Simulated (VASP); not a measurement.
Crystal: HfSi2B4.

```
CELL_PARAMETERS angstrom
-2.14396 2.14396 4.26334
2.14396 -2.14396 4.26334
2.14396 2.14396 -4.26334
ATOMIC_POSITIONS crystal
Hf 0.50000 0.50000 0.00000
Si 0.75000 0.25000 0.50000
Si 0.25000 0.75000 0.50000
B 0.26257 0.26257 0.00000
B 0.73743 0.73743 0.00000
B 0.00000 0.50000 0.50000
B 0.50000 0.00000 0.50000
```

The cell was built by a generator and needn't be a form met in nature.

| Quantity | Value |
| --- | --- |
| Program | VASP 6.6.1 |
| Task | relaxation of cell and atoms |
| Functional | PBE |
| Potentials or basis | VASP PAW PBE potentials, release 64 (Hf_pv, Si, B) |
| Cutoff | 520 eV |
| k mesh | 6 × 6 × 6 |
| Occupations | gaussian, width 0.15 eV |
| Spin | no spin polarisation |

At the start: pressure 23.2 GPa; volume 11.20 Å³/atom.

Problem. How do energy, volume and symmetry change on relaxing?

Solution. Over 22 steps the energy falls by 551.6 meV/atom and the volume is 11.83 Å³/atom (+5.7 %); space group I4/mmm (No. 139, to 0.05 Å).

The path:
```
step  energy change (eV)  largest force (eV/Å)  pressure (GPa)  volume (Å³)
   1              0.0000                3.5233           23.18        78.39
   2             -1.0423                0.4425          -10.69        98.24
   3             -1.2564                1.1803           -3.62        91.73
   4             -1.2566                1.2118           -3.22        91.45
   5             -1.5514                1.2039           -3.12        89.87
   6             -2.1723                1.2031            0.31        84.89
   7              0.3292                4.6617           45.13        73.69
   8             -1.9827                1.9792            4.34        83.62
   9             -1.9422                2.0518            8.19        81.86
  10             -1.9767                1.9944            6.34        82.65
  11             -2.0743                1.7274            5.63        82.63
  12             -2.3004                1.2474            3.85        82.58
  13             -2.7382                1.5349            1.27        82.42
  14             -3.3797                3.4275           10.27        81.92
  15             -3.0238                1.8956            1.08        82.33
  16             -3.5960                1.7121            2.60        82.14
  17             -3.7286                0.4193            5.21        82.03
  18             -3.8045                0.9289           -3.09        84.13
  19             -3.8206                0.8042           -0.73        83.49
  20             -3.8467                0.4904           -0.48        83.22
  21             -3.8605                0.1167            0.17        82.78
  22             -3.8609                0.0135            0.18        82.84
```

Final structure:
```
CELL_PARAMETERS angstrom
-2.38196 2.38196 3.65022
2.38196 -2.38196 3.65022
2.38196 2.38196 -3.65022
ATOMIC_POSITIONS crystal
Hf 0.50000 0.50000 0.00000
Si 0.75000 0.25000 0.50000
Si 0.25000 0.75000 0.50000
B 0.11756 0.11756 0.00000
B 0.88244 0.88244 0.00000
B 0.00000 0.50000 0.50000
B 0.50000 0.00000 0.50000
```
